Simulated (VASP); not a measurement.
Data:

```yaml
crystal:
  lattice:
    - [1.86585, -5.22499, 0.00000]
    - [1.86585, 5.22499, 0.00000]
    - [0.00000, 0.00000, 4.48515]
  atoms:
    - { symbol: Gd, position: [0.86240, 0.13760, 0.25000] }
    - { symbol: Gd, position: [0.13760, 0.86240, 0.75000] }
    - { symbol: Pd, position: [0.58550, 0.41450, 0.25000] }
    - { symbol: Pd, position: [0.41450, 0.58550, 0.75000] }
```

Method: PBEsol GGA, VASP's PBE PAW potentials (set 64) (plane waves; VASP). Settings: 400 eV cut-off, Gaussian smearing of 0.050 eV, potentials Gd_3 Pd.

The 4f electrons are frozen in the core of the lanthanide potential, so 4f levels, which can set the real gap, and their magnetism are missing.

Q: What does the run give for the band gap (along the path) with the smallest direct gap where there is one?

A: 
```yaml
band gap (along the path): none (metal, semimetal or under 0.01 eV)
```

The structure comes from a measured GdPd entry (Cmcm) of the Crystallography Open Database, whose conditions weren't checked. It was relaxed first.
